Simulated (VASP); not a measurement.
Consider the following.

```xyz
2
Lattice="0.0000 2.2605 2.2605 2.2605 0.0000 2.2605 2.2605 2.2605 0.0000" Properties=species:S:1:pos:R:3 pbc="T T T"
B      0.0000     0.0000     0.0000
P      1.1303     1.1303     1.1303
```

All values below come from PBEsol GGA, VASP's PBE PAW potentials (set 64) (plane waves; VASP 6.6.1). Run with 520 eV cut-off, 10×10×10 Γ-centred mesh, Gaussian smearing of 0.050 eV, potentials B P.

Question: The job: BP (zinc blende), 2 atoms, PBEsol, static run, 520 eV, 10×10×10 Γ-centred mesh. Roughly how much core time does it take on a busy server core?

Answer: About 3 core-seconds (one run on a shared machine, a rough figure). It had 47 irreducible k-points, 8 bands, up to 636 plane waves and 13 electronic steps.

The compound is BP in the zinc blende structure. It was relaxed first.
